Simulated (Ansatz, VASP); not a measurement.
# FeGe in two plane-wave programs, part 3 of 3

Wanted: the spread between two codes on one cell, functional and k mesh.

VASP 6.6.1 and Ansatz 0.2.0.

So far. Step 4 (Comparison): The walks stopped with 0.02 GPa left in Ansatz and -0.01 GPa in VASP; each walk ends within a tolerance, so the volume difference is uncertain by about these residues over the bulk modulus, most in soft cells.

The database entry behind the starting cell differs from later determinations by our own check (about 0.2 % short), so it need not match the best structure at ambient conditions.

## 5. VASP: relaxation of cell and atoms, RPBE

Level of this step: RPBE, spin-polarised from a ferromagnetic start; plane waves and PAW (Fe, Ge_d) (VASP).

The relaxed volume is the usual yardstick between codes: its relative difference is about their pressure difference at one cell divided by the bulk modulus.

INCAR reads:

```
SYSTEM = FeGe
PREC = Accurate
ENCUT = 520
EDIFF = 1E-06
NELM = 100
ISMEAR = -1
SIGMA = 0.05
LREAL = .FALSE.
ALGO = Normal
GGA = RP
NBANDS = 65
ISPIN = 2
MAGMOM = 3 3 3 3 0 0 0 0
LASPH = .TRUE.
LMAXMIX = 4
LORBIT = 11
LWAVE = .FALSE.
LCHARG = .FALSE.
KPAR = 8
IBRION = 2
NSW = 60
ISIF = 3
EDIFFG = -0.01
```

POSCAR reads:

```
FeGe
1.0
    4.6890000000      0.0000000000      0.0000000000
    0.0000000000      4.6890000000      0.0000000000
    0.0000000000      0.0000000000      4.6890000000
Fe Ge
4 4
Direct
    0.1350000000      0.1350000000      0.1350000000
    0.3650000000      0.8650000000      0.6350000000
    0.6350000000      0.3650000000      0.8650000000
    0.8650000000      0.6350000000      0.3650000000
    0.8420000000      0.8420000000      0.8420000000
    0.6580000000      0.1580000000      0.3420000000
    0.3420000000      0.6580000000      0.1580000000
    0.1580000000      0.3420000000      0.6580000000
```

KPOINTS reads:

```
Automatic mesh
0
Gamma
5 5 5
0 0 0
```

PAW data sets: Fe and Ge_d (PBE family, release 64).

Command:

```
$ mpirun -np 8 vasp_std
```

Numbers of over 12 decimals in the logs are rounded to 6 here.

What it wrote:

```text
[banner, memory and clock lines left out]
running    8 mpi-ranks, on    1 nodes
[...]
[... a notice as in an earlier step ...]

|                                                                             |
|               ----> ADVICE to this user running VASP <----                  |
|                                                                             |
|     You enforced a specific xc type in the INCAR file but a different       |
|     [... a line on the potential file left out ...]
|     I HOPE YOU KNOW WHAT YOU ARE DOING!                                     |
|                                                                             |

 LDA part: xc-table for (Slater+PW92), standard interpolation
 POSCAR, INCAR and KPOINTS ok, starting setup
[...]
entering main loop
       N       E                     dE             d eps       ncg     rms          rms(c)
DAV:   1     0.977284566681E+03    0.97728E+03   -0.34188E+04  3604   0.362E+03
DAV:   2     0.157718132017E+03   -0.81957E+03   -0.75493E+03  2860   0.864E+02
[...]
DAV:   4    -0.520885258946E+02   -0.16525E+02   -0.16222E+02  3229   0.801E+01
[...]
DAV:  13    -0.481266168391E+02    0.25149E-05   -0.34743E-05  3487   0.386E-02    0.264E-02
DAV:  14    -0.481266237713E+02   -0.69323E-05   -0.14816E-05  2788   0.273E-02    0.143E-02
DAV:  15    -0.481266240735E+02   -0.30217E-06   -0.15714E-06  1979   0.116E-02
   1 F= -.48126624E+02 E0= -.48097680E+02  d E =-.481266E+02  mag=     4.3441
[... from here on, the cycles between the ionic steps are left out ...]
   2 F= -.48128572E+02 E0= -.48097840E+02  d E =-.194771E-02  mag=     4.4883
   3 F= -.48131451E+02 E0= -.48101483E+02  d E =-.482708E-02  mag=     4.4148
   4 F= -.48131426E+02 E0= -.48101523E+02  d E =-.480176E-02  mag=     4.4093
   5 F= -.48131447E+02 E0= -.48101499E+02  d E =-.482326E-02  mag=     4.4129
   6 F= -.48131439E+02 E0= -.48101512E+02  d E =-.481529E-02  mag=     4.4113
   7 F= -.48131642E+02 E0= -.48101689E+02  d E =-.202524E-03  mag=     4.4118
   8 F= -.48131817E+02 E0= -.48101829E+02  d E =-.377941E-03  mag=     4.4125
   9 F= -.48131755E+02 E0= -.48101699E+02  d E =-.315462E-03  mag=     4.4137
  10 F= -.48131858E+02 E0= -.48101841E+02  d E =-.418275E-03  mag=     4.4130
[...]
reached required accuracy - stopping structural energy minimisation
```

From OUTCAR (step 5):

```text
  Total        0.0245501      0.0245501      0.0245501     -0.0000000      0.0000000      0.0000000
  in kB        0.3773494      0.3773494      0.3773494     -0.0000000      0.0000000      0.0000000
  external PRESSURE =       0.3773494 kB  Pullay stress =       0.0000000 kB

 POSITION                                       TOTAL-FORCE (eV/Angst)
 -----------------------------------------------------------------------------------
      0.63227      0.63227      0.63227        -0.000088     -0.000088     -0.000088
      1.72085      4.07397      2.98538         0.000088      0.000088     -0.000088
      2.98538      1.72085      4.07397        -0.000088      0.000088      0.000088
      4.07397      2.98538      1.72085         0.000088     -0.000088      0.000088
      3.96157      3.96157      3.96157        -0.001151     -0.001151     -0.001151
      3.09778      0.74466      1.60845         0.001151      0.001151     -0.001151
      1.60845      3.09778      0.74466        -0.001151      0.001151      0.001151
      0.74466      1.60845      3.09778         0.001151     -0.001151      0.001151
 -----------------------------------------------------------------------------------
    total drift:                               -0.000000      0.000000     -0.000000

  FREE ENERGIE OF THE ION-ELECTRON SYSTEM (eV)
  ---------------------------------------------------
  free  energy   TOTEN  =       -48.1318576363 eV

  energy  without entropy=      -48.0718250048  energy(sigma->0) =      -48.10184132

 magnetization (x)
# of ion       s       p       d       tot
------------------------------------------
    1       -0.001  -0.008   1.249   1.240
    2       -0.001  -0.008   1.249   1.240
    3       -0.001  -0.008   1.249   1.240
    4       -0.001  -0.008   1.249   1.240
    5       -0.013  -0.071  -0.007  -0.091
    6       -0.013  -0.071  -0.007  -0.091
    7       -0.013  -0.071  -0.007  -0.091
    8       -0.013  -0.071  -0.007  -0.091
--------------------------------------------------
tot         -0.054  -0.314   4.966   4.598

[... 2 parts as in an earlier step ...]

[... 2 further parts left out ...]
[key lines of the parts left out:]
E-fermi :   8.0466
```

## 6. Ansatz: relaxation of cell and atoms, RPBE

The same cell, functional, mesh and smearing now go to Ansatz, which takes its cutoff from its data sets.

input.yaml reads:

```yaml
crystal:
  lattice:
    - [4.689, 0.0, 0.0]
    - [0.0, 4.689, 0.0]
    - [0.0, 0.0, 4.689]
  atoms:
    - { symbol: Fe, position: [0.135, 0.135, 0.135], spin: 3.0 }
    - { symbol: Fe, position: [0.365, 0.865, 0.635], spin: 3.0 }
    - { symbol: Fe, position: [0.635, 0.365, 0.865], spin: 3.0 }
    - { symbol: Fe, position: [0.865, 0.635, 0.365], spin: 3.0 }
    - { symbol: Ge, position: [0.842, 0.842, 0.842] }
    - { symbol: Ge, position: [0.658, 0.158, 0.342] }
    - { symbol: Ge, position: [0.342, 0.658, 0.158] }
    - { symbol: Ge, position: [0.158, 0.342, 0.658] }
hamiltonian:
  xc: rpbe
  pseudopotentials: { kind: paw }
magnetization:
  spin_polarized: true
kpoints:
  mp_grid: { grid: [5, 5, 5] }
scf:
  occupations: { method: fermi_dirac, width: 0.05 }
relax:
  f_tol: 0.01
  max_steps: 60
  cell: { stress_tol: 0.05 }
output:
  forces: true
  stress: true
```

Command:

```
$ ansatz run input.yaml --threads 4 --pin off --max-ram 9216MiB --backend cpu --events-out ev --progress --plain --runs-dir out
```

What it wrote:

```text
[...]
Crystal: 8 atoms, lattice volume = 103.096 Å³
Basis set: ecut = 420 eV, 2007 PW (Γ), exchange–correlation on 64×64×64 points (8 copies of the dense FFT grid, shifted against one another)
Bands: 80, of which v1, the nominal top of the filled ones, is band 60 counted from 1 (59 counted from 0)
Symmetry: 12 space group operations
[...]
- { symbol: Fe, position: [0.365719, 0.865719, 0.634281] }
    - { symbol: Fe, position: [0.634281, 0.365719, 0.865719] }
    - { symbol: Fe, position: [0.865719, 0.634281, 0.365719] }
    - { symbol: Ge, position: [0.841745, 0.841745, 0.841745] }
    - { symbol: Ge, position: [0.658255, 0.158255, 0.341745] }
    - { symbol: Ge, position: [0.341745, 0.658255, 0.158255] }
    - { symbol: Ge, position: [0.158255, 0.341745, 0.658255] }
[key lines of the parts left out:]
SCF converged after 10 iterations
Magnetization: 4.3866 μB (62.1933 up, 57.8067 down)
Free energy (F): -35144.250270 eV
Fermi energy:    16.750187 eV
P = ⅓ Tr σ = -0.0167 GPa (-0.167 kbar)
```

It took 20 s on 4 threads of AMD EPYC 7B13 (Zen 3), shared host; peak memory 0.63 GiB.

## 7. Comparison

What differs besides the data sets and the points named for the pairs above, as far as they apply: Ansatz makes its cores anew for this functional, VASP keeps those of its PBE data sets. Total energies have different zeros and are not compared.

The two programs side by side:

```
                                         quantity  Ansatz    VASP  difference
                                      volume (Å³)  104.04  104.24     -0.19 %
edge a after relaxation, in the typed setting (Å)   4.703   4.706     -0.06 %
                                total moment (μB)    4.39    4.41       -0.03
                               moment on Fe1 (μB)    1.23    1.24       -0.01
                               moment on Fe2 (μB)    1.23    1.24       -0.01
                               moment on Fe3 (μB)    1.23    1.24       -0.01
                               moment on Fe4 (μB)    1.23    1.24       -0.01
                               moment on Ge5 (μB)   -0.06   -0.09       +0.03
                               moment on Ge6 (μB)   -0.06   -0.09       +0.03
                               moment on Ge7 (μB)   -0.06   -0.09       +0.03
                               moment on Ge8 (μB)   -0.06   -0.09       +0.03
```

The walks stopped with -0.02 GPa left in Ansatz and 0.04 GPa in VASP; each walk ends within a tolerance, so the volume difference is uncertain by about these residues over the bulk modulus, most in soft cells.

## 8. Outcome

| Item | Value |
| --- | --- |
| difference in volume (relaxation of cell and atoms, PBE) | -0.19 % |
| difference in volume (relaxation of cell and atoms, RPBE) | -0.19 % |

**Reading.** The difference in volume is -0.19 % (relaxation of cell and atoms, PBE), within the 1.2 % picked in this series as the mark of a large difference, as far as the stopping tolerances let one tell. How closely two codes agree says nothing of how well the functional describes the real material.

[Lines on the potential files, build, host, timing and source positions are cut from VASP's logs without a mark.]

[Logs are printed without paths, hosts, clocks, repeated set-up lines and the standing remarks that a program may print on its own settings, such as how far it seeks lower states.]

[Hosts, paths, dates, database ids (printed as entryN), source tags and the programs' standing remarks are cut or masked in the printed files.]
